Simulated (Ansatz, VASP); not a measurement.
# Os (Osmium) in two plane-wave programs

Aim: how closely do two programs agree when they are given the same cell, functional and k mesh? The cell is taken from a series of runs on this material, whose earlier steps may have relaxed, scaled, displaced or heated it; both programs get it as it stands.

Method: plane waves, with VASP 6.6.1 beside it; zone-centre phonons at PBEsol, in Ansatz 0.2.0.

## (1) Set-up

It takes space group P6_3/mmc (No. 194, hexagonal). The conventional cell has a = 2.650 Å, b = 2.650 Å, c = 4.203 Å, α = 90.00°, β = 90.00°, γ = 120.00°. Os has 12 Os at 2.60 to 2.65 Å nearest.

Structure file:

```
Os
1.0
     2.64992    0.00000    0.00000
    -1.32496    2.29490    0.00000
     0.00000    0.00000    4.20309
Os
2
Direct
  0.33333 0.66667 0.25000
  0.66667 0.33333 0.75000
```

## (2) VASP: zone-centre phonons, PBEsol

Second derivatives magnify differences that forces hide, and they need a tight electronic threshold.

Lines of VASP's logs that name or quote its potential files are left out, and so is its time.

Input file INCAR:

```
SYSTEM = Os
PREC = Accurate
ENCUT = 600
EDIFF = 1E-08
NELM = 120
ISMEAR = 1
SIGMA = 0.2
LREAL = .FALSE.
ALGO = Normal
GGA = PS
NBANDS = 14
LASPH = .TRUE.
LORBIT = 11
LWAVE = .FALSE.
LCHARG = .FALSE.
ISIF = 2
IBRION = 8
GGA_COMPAT = .FALSE.
KPAR = 2
```

Input file POSCAR:

```
Os
1.0
    2.6499197561      0.0000000000      0.0000000000
   -1.3249598781      2.2948978268      0.0000000000
    0.0000000000      0.0000000000      4.2030878503
Os
2
Direct
    0.3333333333      0.6666666667      0.2500000000
    0.6666666667      0.3333333333      0.7500000000
```

Input file KPOINTS:

```
Automatic mesh
0
Gamma
18 18 12
0 0 0
```

The projector-augmented-wave data sets are Os (PBE family, release 64).

Command:

```bash
mpirun -np 2 vasp_std
```

Numbers of over 12 decimals in the logs are rounded to 6 here.

Log:

```text
[banner, memory and clock lines left out]
running    2 mpi-ranks, on    1 nodes
 distrk:  each k-point on    1 cores,    2 groups
 distr:  one band on    1 cores,    1 groups

 POSCAR found type information on POSCAR Os
 POSCAR found :  1 types and       2 ions
|                                                                             |
|               ----> ADVICE to this user running VASP <----                  |
|                                                                             |
|     You enforced a specific xc type in the INCAR file but a different       |
|     [... a line on the potential file left out ...]
|     I HOPE YOU KNOW WHAT YOU ARE DOING!                                     |
|                                                                             |

 LDA part: xc-table for (Slater+PW92), standard interpolation
 POSCAR, INCAR and KPOINTS ok, starting setup
 FFT: planning ... GRIDC
 FFT: planning ... GRID_SOFT
 FFT: planning ... GRID
 WAVECAR not read
 entering main loop
       N       E                     dE             d eps       ncg     rms          rms(c)
DAV:   1     0.122423079267E+03    0.12242E+03   -0.82740E+03  7252   0.125E+03
DAV:   2    -0.194684431720E+02   -0.14189E+03   -0.12534E+03  7390   0.379E+02
DAV:   3    -0.255374423814E+02   -0.60690E+01   -0.57989E+01  9550   0.700E+01
DAV:   4    -0.255961090042E+02   -0.58667E-01   -0.58379E-01  7990   0.701E+00
DAV:   5    -0.255964394025E+02   -0.33040E-03   -0.33036E-03  9454   0.478E-01    0.295E+01
DAV:   6    -0.245580679906E+02    0.10384E+01   -0.76677E-01  9046   0.764E+00    0.145E+01
DAV:   7    -0.241953686466E+02    0.36270E+00   -0.65875E-01  9160   0.697E+00    0.671E-01
DAV:   8    -0.241882876597E+02    0.70810E-02   -0.88046E-03  7432   0.812E-01    0.359E-01
DAV:   9    -0.241869674002E+02    0.13203E-02   -0.14586E-03  9112   0.415E-01    0.333E-02
DAV:  10    -0.241869596898E+02    0.77104E-05   -0.34301E-05  8896   0.457E-02    0.768E-03
DAV:  11    -0.241869462010E+02    0.13489E-04   -0.28471E-06  8386   0.214E-02    0.147E-03
DAV:  12    -0.241869454733E+02    0.72767E-06   -0.88616E-08  9118   0.358E-03    0.192E-04
DAV:  13    -0.241869454579E+02    0.15442E-07   -0.13118E-09  5372   0.402E-04    0.156E-04
DAV:  14    -0.241869454212E+02    0.36613E-07   -0.26464E-10  4286   0.174E-04    0.169E-04
DAV:  15    -0.241869454363E+02   -0.15040E-07   -0.50789E-11  4172   0.871E-05    0.118E-05
DAV:  16    -0.241869454368E+02   -0.56866E-09   -0.74542E-12  3902   0.255E-05
   1 F= -.24186945E+02 E0= -.24187097E+02  d E =0.454173E-03
 Linear response reoptimize wavefunctions to high precision
DAV:   1    -0.241869454379E+02   -0.10332E-08   -0.28887E-12  4364   0.264E-05
DAV:   2    -0.241869454379E+02   -0.75033E-11   -0.26721E-13  3824   0.354E-06
 Linear response DOF=           2
 Linear response progress:
  Degree of freedom:   1/  2
       N       E                     dE             d eps       ncg     rms          rms(c)
RMM:   1    -0.191916211346E+00   -0.19192E+00   -0.11029E-01 54836   0.266E+00
RMM:   2    -0.187705663488E+00    0.42105E-02   -0.17902E-03 41417   0.594E-01    0.154E-01
RMM:   3    -0.186513438773E+00    0.11922E-02   -0.54304E-04 50165   0.168E-01    0.880E-02
RMM:   4    -0.185776087708E+00    0.73735E-03   -0.81277E-04 50872   0.194E-01    0.115E-02
RMM:   5    -0.185827656440E+00   -0.51569E-04   -0.20768E-05 51732   0.330E-02    0.579E-03
RMM:   6    -0.185801938532E+00    0.25718E-04   -0.25711E-06 52165   0.110E-02    0.123E-03
RMM:   7    -0.185799765589E+00    0.21729E-05   -0.17191E-08 53298   0.147E-03    0.900E-04
RMM:   8    -0.185796370963E+00    0.33946E-05   -0.62075E-08 52031   0.134E-03    0.110E-04
RMM:   9    -0.185795808944E+00    0.56202E-06   -0.13776E-08 53892   0.217E-04    0.307E-05
RMM:  10    -0.185795715881E+00    0.93062E-07   -0.15354E-08 53975   0.382E-05    0.541E-06
RMM:  11    -0.185795685524E+00    0.30357E-07   -0.50486E-09 52773   0.989E-06    0.154E-06
RMM:  12    -0.185795700394E+00   -0.14870E-07   -0.24345E-09 44416   0.605E-06    0.273E-07
RMM:  13    -0.185795700912E+00   -0.51723E-09   -0.13521E-09 20184   0.488E-06    0.161E-07
 first order change of Fermi-energy  -0.14652E-04
 force on displaced ion       1 direction 1 : -12.184   0.001   0.000
 Linear response progress:
  Degree of freedom:   2/  2
       N       E                     dE             d eps       ncg     rms          rms(c)
RMM:   1    -0.250032047988E+00   -0.25003E+00   -0.13735E-01 19766   0.280E+00
RMM:   2    -0.240828739293E+00    0.92033E-02   -0.61868E-03 13893   0.828E-01    0.188E-01
RMM:   3    -0.240278982007E+00    0.54976E-03   -0.10087E-03 17749   0.185E-01    0.106E-01
RMM:   4    -0.240346242225E+00   -0.67260E-04   -0.38136E-04 17952   0.142E-01    0.146E-02
RMM:   5    -0.240419699951E+00   -0.73458E-04    0.32489E-05 18449   0.208E-02    0.554E-03
RMM:   6    -0.240429608217E+00   -0.99083E-05    0.55473E-06 17106   0.416E-03    0.384E-03
RMM:   7    -0.240438651936E+00   -0.90437E-05    0.74260E-06 17889   0.456E-03    0.460E-04
RMM:   8    -0.240436275529E+00    0.23764E-05   -0.16513E-06 18258   0.117E-03    0.165E-04
RMM:   9    -0.240434519200E+00    0.17563E-05   -0.33900E-07 18389   0.345E-04    0.710E-05
RMM:  10    -0.240434372094E+00    0.14711E-06    0.51762E-07 17432   0.208E-04    0.457E-06
RMM:  11    -0.240434442286E+00   -0.70192E-07    0.24641E-09 18788   0.434E-05    0.265E-06
RMM:  12    -0.240434442197E+00    0.88953E-10   -0.19242E-08 17895   0.131E-05    0.609E-07
 first order change of Fermi-energy   0.93999E-04
 force on displaced ion       1 direction 3 :   0.000   0.000 -26.777
 Linear response finished
```

Parts of OUTCAR (step 2):

```text
ion  position               nearest neighbor table
   1  0.333  0.667  0.250-   2 2.60   2 2.60   2 2.60   2 2.60   2 2.60   2 2.60
   2  0.667  0.333  0.750-   1 2.60   1 2.60   1 2.60   1 2.60   1 2.60   1 2.60

  LATTYP: Found a hexagonal cell.
 ALAT       =     2.6499197561
 C/A-ratio  =     1.5861189157

 Subroutine GETGRP returns: Found 24 space group operations
 (whereof 12 operations were pure point group operations)

The static configuration has the point symmetry D_3d.
 The point group associated with its full space group is D_6h.

 Found    259 irreducible k-points:

   k-points           NKPTS =    259   k-points in BZ     NKDIM =    259   number of bands    NBANDS=     14

   dimension x,y,z NGX =    24 NGY =   24 NGZ =   36
   dimension x,y,z NGXF=    48 NGYF=   48 NGZF=   72

   ENCUT  =  600.0 eV  44.10 Ry    6.64 a.u.   5.29  5.29  8.39*2*pi/ulx,y,z

   NELECT =      16.0000    total number of electrons

 k-points in reciprocal lattice and weights: Automatic mesh
   0.00000000  0.00000000  0.00000000       0.000
   0.05555556  0.00000000  0.00000000       0.002
   0.11111111  0.00000000  0.00000000       0.002
   0.16666667 -0.00000000  0.00000000       0.002
   0.22222222 -0.00000000  0.00000000       0.002
   0.27777778  0.00000000  0.00000000       0.002
   0.33333333 -0.00000000  0.00000000       0.002
   0.38888889  0.00000000  0.00000000       0.002
   0.44444444 -0.00000000  0.00000000       0.002
[...]
0.33333333  0.27777778  0.50000000       0.003
   0.33333333  0.33333333  0.50000000       0.001

 average (electrostatic) potential at core
       1 -41.6832       2 -41.6832

  Total        7.3481918      7.3481918      7.3351592     -0.0000000      0.0000000      0.0000000
  in kB      460.6027410    460.6027410    459.7858300     -0.0000000      0.0000000      0.0000000
  external PRESSURE =     460.3304373 kB  Pullay stress =       0.0000000 kB

  energy-cutoff  :      600.00
  volume of cell :       25.56
      direct lattice vectors                 reciprocal lattice vectors
     2.649919756  0.000000000  0.000000000     0.377369918  0.217874624  0.000000000
    -1.324959878  2.294897827  0.000000000     0.000000000  0.435749247  0.000000000
     0.000000000  0.000000000  4.203087850     0.000000000  0.000000000  0.237920318

 POSITION                                       TOTAL-FORCE (eV/Angst)
 -----------------------------------------------------------------------------------
     -0.00000      1.52993      1.05077         0.000000      0.000000      0.000000
      1.32496      0.76497      3.15232        -0.000000     -0.000000      0.000000
 -----------------------------------------------------------------------------------
    total drift:                               -0.000000      0.000000     -0.000000

 Eigenvectors and eigenvalues of the dynamical matrix
 ----------------------------------------------------

   1 f  =    8.295425 THz    52.121694 2PiTHz  276.705601 cm-1    34.307107 meV
             X         Y         Z           dx          dy          dz
     -0.000000  1.529932  1.050772     0.000000    0.000000    0.707107
      1.324960  0.764966  3.152316     0.000000    0.000000   -0.707107

   2 f  =    5.595717 THz    35.158926 2PiTHz  186.653025 cm-1    23.142015 meV
             X         Y         Z           dx          dy          dz
     -0.000000  1.529932  1.050772    -0.361597    0.607658   -0.000000
      1.324960  0.764966  3.152316     0.361597   -0.607658   -0.000000

   3 f  =    5.595717 THz    35.158926 2PiTHz  186.653025 cm-1    23.142015 meV
             X         Y         Z           dx          dy          dz
     -0.000000  1.529932  1.050772    -0.607658   -0.361597    0.000000
      1.324960  0.764966  3.152316     0.607658    0.361597    0.000000

   4 f  =    0.000000 THz     0.000001 2PiTHz    0.000004 cm-1     0.000000 meV
             X         Y         Z           dx          dy          dz
     -0.000000  1.529932  1.050772     0.000836   -0.115895   -0.697544
      1.324960  0.764966  3.152316     0.000836   -0.115895   -0.697544

   5 f  =    0.000000 THz     0.000000 2PiTHz    0.000001 cm-1     0.000000 meV
             X         Y         Z           dx          dy          dz
     -0.000000  1.529932  1.050772     0.017393   -0.697330    0.115880
      1.324960  0.764966  3.152316     0.017393   -0.697330    0.115880

   6 f/i=    0.000000 THz     0.000000 2PiTHz    0.000002 cm-1     0.000000 meV
             X         Y         Z           dx          dy          dz
     -0.000000  1.529932  1.050772     0.706892    0.017295   -0.002026
      1.324960  0.764966  3.152316     0.706892    0.017295   -0.002026

 ELASTIC MODULI CONTR FROM IONIC RELAXATION (kBar)
 Direction    XX          YY          ZZ          XY          YZ          ZX
 --------------------------------------------------------------------------------
 XX        -115.7521    115.7521      0.0000      0.0000      0.0000     -0.0000
 YY         115.7521   -115.7521     -0.0000      0.0000     -0.0000      0.0000
 ZZ           0.0000     -0.0000     -0.0000      0.0000     -0.0000      0.0000
 XY           0.0000      0.0000      0.0000   -115.7521     -0.0000      0.0000
 YZ           0.0000     -0.0000     -0.0000     -0.0000     -0.0000      0.0000
 ZX          -0.0000      0.0000      0.0000      0.0000      0.0000     -0.0000
 --------------------------------------------------------------------------------
```

## (3) Ansatz: zone-centre phonons, PBEsol

Ansatz runs on its PAW soft_1 files.

The same cell, functional, mesh and smearing now go to Ansatz, which takes its cutoff from its data sets.

Input file input.yaml:

```yaml
crystal:
  lattice:
    - [2.6499197561, 0.0, 0.0]
    - [-1.3249598781, 2.2948978268, 0.0]
    - [0.0, 0.0, 4.2030878503]
  atoms:
    - { symbol: Os, position: [0.3333333333, 0.6666666667, 0.25] }
    - { symbol: Os, position: [0.6666666667, 0.3333333333, 0.75] }
kpoints:
  mp_grid: { grid: [18, 18, 12] }
hamiltonian:
  xc: pbesol
  pseudopotentials: { kind: paw, azcp: { folder: soft_1 }, xc_functional: pbe }
scf:
  occupations: { method: methfessel_paxton, width: 0.2 }
output:
  eigenvalues: true
phonons:
  method: dfpt
```

Command:

```bash
ansatz run input.yaml --threads 4 --pin off --max-ram 10240MiB --backend cpu --events-out ev --progress --plain --runs-dir out
```

Log:

```text
zone centre: on kpoints.mp_grid the ground state, and the responses unless they are solved on pairs of k-points, stand on 637 of the mesh's 3888 k-points, reduced under 4 symmetry operations, with k and −k counted as one. Each operation leaves every solved displacement unchanged or reverses it
Engine: ansatz 0.2.0, x86_64-unknown-linux-gnu
Pseudopotentials: kind: paw
Pseudopotential: Os, paw, valence charge 16, recommended cutoff 420 eV (normal), soft_1/Os.paw.azcp
Functional definition: PBEsol
  exchange = pbesol_x
  correlation = pbesol_c
Crystal: 2 atoms, lattice volume = 25.560 Å³
Basis set: ecut = 420 eV, 525 PW (Γ), exchange–correlation on 36×36×60 points (8 copies of the dense FFT grid, shifted against one another)
Bands: 20, of which v1, the nominal top of the filled ones, is band 16 counted from 1 (15 counted from 0)
Symmetry: 24 space group operations
k-points: 637 of 3888 (irreducible under 4 space group operations, time reversal used)
Non-local potential: Os, projectors of the file, l = 0: 3, l = 1: 2, l = 2: 2, l = 3: 1
PAW form: soft (Blöchl's): semilocal exchange-correlation on the pseudo side does not see the compensation charge
PAW frozen core: Os, regenerated for the run's functional, and the local potential with it (the file was generated under x = pbe(κ = 0.804, μ = 0.219515), c = pbe(β = 0.066725))
PAW one-centre angular grid: Os, 590 points (default); XC on 64 Gauss nodes
Initial density: superposition of atomic densities (chi_scale 0.1, normalization cell)
Initial wavefunctions: pseudopotential atomic-orbital guess
Functional: x = pbesol(κ = 0.804, μ = 0.123457), c = pbesol(β = 0.046)
SCF iter   1: F=—  HF=-22504.684454 eV  |F-HF|=—  |Δ(HF+E_count)|=         —  Δρ=6.40e-2  dr2=8.07e-1  ethr=3.10e-3  ⟨swp⟩=5.0  Hψ=118711  notcnv=0  defer=31
automatic band count: the SCF goes on with 24 bands, as 20 were too few: they end inside the smearing window of the response
preconditioner: auto → none  [metal: Δε(μ)=0.021 eV  Ē_g=13.184 eV  σ=0.200 eV  W_gap=0.09  n_scr=8 (ndim 8)  ℏωp=29.4 eV  f_vac=0.000  D(μ)=1.09/eV (n_scr^D=8)  sad-step TF]
SCF iter   2: F=—  HF=-22504.472919 eV  |F-HF|=—  |Δ(HF+E_count)|=   2.12e-1  S|Δr|=    0.00e0  Δρ=3.76e-2  dr2=2.71e-1  ethr=2.52e-3  ⟨swp⟩=2.0  Hψ=22800  notcnv=0  defer=415
SCF iter   3: F=—  HF=-22504.375424 eV  |F-HF|=—  |Δ(HF+E_count)|=   9.75e-2  S|Δr|=    0.00e0  Δρ=1.69e-3  dr2=3.46e-4  ethr=8.47e-4  ⟨swp⟩=2.0  Hψ=21746  notcnv=0  defer=415
SCF iter   4: F=—  HF=-22504.375252 eV  |F-HF|=—  |Δ(HF+E_count)|=   1.72e-4  S|Δr|=    0.00e0  Δρ=1.87e-4  dr2=5.42e-6  ethr=1.08e-6  ⟨swp⟩=2.1  Hψ=21883  notcnv=0  defer=552
SCF iter   5: F=—  HF=-22504.375253 eV  |F-HF|=—  |Δ(HF+E_count)|=   7.31e-7  S|Δr|=    0.00e0  Δρ=3.75e-5  dr2=1.65e-7  ethr=1.69e-8  ⟨swp⟩=2.1  Hψ=20469  notcnv=0  defer=552
SCF iter   6: F=—  HF=-22504.375260 eV  |F-HF|=—  |Δ(HF+E_count)|=   7.05e-6  S|Δr|=    0.00e0  Δρ=6.18e-6  dr2=4.97e-9  ethr=5.17e-10  ⟨swp⟩=2.7  Hψ=25022  notcnv=0  defer=646
SCF iter   7: F=—  HF=-22504.375260 eV  |F-HF|=—  |Δ(HF+E_count)|=  1.09e-11  S|Δr|=    0.00e0  Δρ=1.11e-6  dr2=6.69e-11  ethr=1.55e-11  ⟨swp⟩=2.5  Hψ=22636  notcnv=0  defer=647
SCF iter   8: F=-22504.375260 eV  HF=-22504.375260 eV  |F-HF|=7.28e-12  |Δ(HF+E_count)|=  7.64e-11  S|Δr|=    0.00e0  Δρ=8.88e-8  dr2=1.26e-12  ethr=1.00e-12  ⟨swp⟩=10.0  Hψ=70907  notcnv=0
SCF 1 converged in 8 iterations: F = -22504.375260 eV  dr2 = 1.26e-12
  greatest PAW one-centre occupation: 1.000 electrons in one spin orbital (limit 2), on the Os atom at site 1 (counted from 0), in its partial waves of l = 0
DFPT response loops at Γ: preconditioner auto → Kerker (q_TF=auto, 2.832 Å⁻¹) (partly filled bands, converged f_vac=0.000); β = 1.00, the filter's whole step (`scf.mixing.beta` (0.50) is not read by the response loops under this deck's `scf.mixing.preconditioner`; to damp them name `kerker` or `kerker_dos`, under which they read `scf.mixing.beta`, and type it under 1.00, their step now; both keys bind the ground state too); Broyden in place of MSR1
SCF converged after 8 iterations
Stability not checked: this state was not tested for a lower state beside it, because cold or Methfessel-Paxton smearing, or corrected tetrahedra, fill the levels in a way that the test cannot read (fill_not_monotonic; see scf.lower_state_search)
Free energy (F): -22504.375260 eV
Harris-Foulkes:  -22504.375260 eV  (|F-HF|=7.28e-12)
Internal energy: -22504.375625 eV  (E = F + TS)
E sigma→0 (E₀):  -22504.375351 eV
Entropy (-TS):   0.000366 eV (0.183 meV/atom)
Fermi energy:    28.761656 eV
--- Per-component energies (eV) ---
  E_band       = -51.560249
  E_kinetic    = 995.342745
  E_local      = -1649.332090  (includes V_loc(G=0)·N_el)
  E_nonlocal   = 399.581725
  E_hartree    = 602.852182
  E_xc         = -469.274689
  E_vxc        = -497.320885  (∫ρ·V_xc dr)
  E_paw        = -17830.874613  (= ΣΔE_a)
  E_vpaw       = -505.537096  (= ΣTr[D̂ρ^β])
  E_aug_tail   = 0.000937  (compensation charges beyond the density's cutoff)
  E_ewald      = -4553.167818
  E_core_change = 0.495995  (= ΣΔE_core)
  E_smearing   = 0.000366  (= −TS)
  E_closure    = -0.000000  (closes the sum)
  Σ components = -22504.375260   (vs F -22504.375260, Δ=0.00e0)
--- Band table (eV; the first three rows and the last of 637) ---
  k-point 0: bands = [... 12 lower, 25.5062, 26.2252, 26.2252, 27.0248, 27.0248, 28.7913, 30.7000, 30.7000, ... 4 higher]
  k-point 1: bands = [... 12 lower, 25.4484, 26.1591, 26.1591, 27.1762, 27.1762, 28.4823, 30.7191, 30.7191, ... 4 higher]
  k-point 2: bands = [... 12 lower, 25.2873, 25.9809, 25.9809, 27.5661, 27.5661, 27.7007, 30.7482, 30.7482, ... 4 higher]
  k-point 636: bands = [... 12 lower, 24.9444, 24.9444, 26.8693, 26.8693, 31.4163, 31.4163, 34.2927, 34.2927, ... 4 higher]
--- Phonons (Γ-DFPT): 2 representative perturbations + reference, on 637 of 3888 k-points (Σ response iterations 4) ---
  k mesh reduced under 4 symmetry operations, with k and −k counted as one. Each operation leaves every solved displacement unchanged or reverses it
  ASR residual: 7.601e-5 → 0.000e0 eV/Å²; symmetrization residual: 9.000e-10 eV/Å²
  ASR residual per site (eV/Å²): 7.60e-5 7.60e-5
  Γ frequencies (cm⁻¹): 0.00 0.00 0.00 186.44 186.44 275.25
  non-analytic LO–TO correction: not included (Born effective charges unavailable; polar crystals: no LO–TO splitting at Γ)
```

## (4) Comparison

Known differences besides the potentials themselves: the data sets hold 32 valence electrons in Ansatz (on its PAW soft_1 files) and 16 in VASP; the cutoff is 420 eV in Ansatz and 600 eV in VASP; Ansatz makes its cores anew for this functional, VASP keeps those of its PBE data sets. Total energies have different zeros and are not compared.

Both answers:

| quantity | Ansatz | VASP | difference |
| --- | --- | --- | --- |
| optical mode 1 to 2 (cm⁻¹) | 186.4 | 186.7 | -0.11 % |
| optical mode 3 (cm⁻¹) | 275.2 | 276.7 | -0.53 % |

Modes are paired by rising frequency, not by their patterns, so a pair may set unlike modes beside each other; they are those without the splitting of longitudinal modes.

## (5) What came out

| Item | Value |
| --- | --- |
| r.m.s. difference of the optical zone-centre modes, each program's sorted by frequency (zone-centre phonons, PBEsol) | 0.86 cm⁻¹ |
| difference in optical mode 3 (zone-centre phonons, PBEsol) | -0.5 % |

**Reading.** The r.m.s. difference of the optical zone-centre modes, each program's sorted by frequency is 0.86 cm⁻¹ (zone-centre phonons, PBEsol). The data sets hold unlike numbers of valence electrons (32 in Ansatz and 16 in VASP), so part of the differences comes from the potentials. Among the rows given in per cent, the largest difference of the zone-centre phonons, PBEsol pair is in optical mode 3, -0.5 %. Such differences can come from data sets, numerical settings and the points named under the comparisons, not from the functional's error against experiment.

[Lines on the potential files, build, host, timing and source positions are cut from VASP's logs without a mark.]

[Logs are printed without paths, hosts, clocks, repeated set-up lines and the standing remarks that a program may print on its own settings, such as how far it seeks lower states.]

[Hosts, paths, dates, database ids (printed as entryN), source tags and the programs' standing remarks are cut or masked in the printed files.]
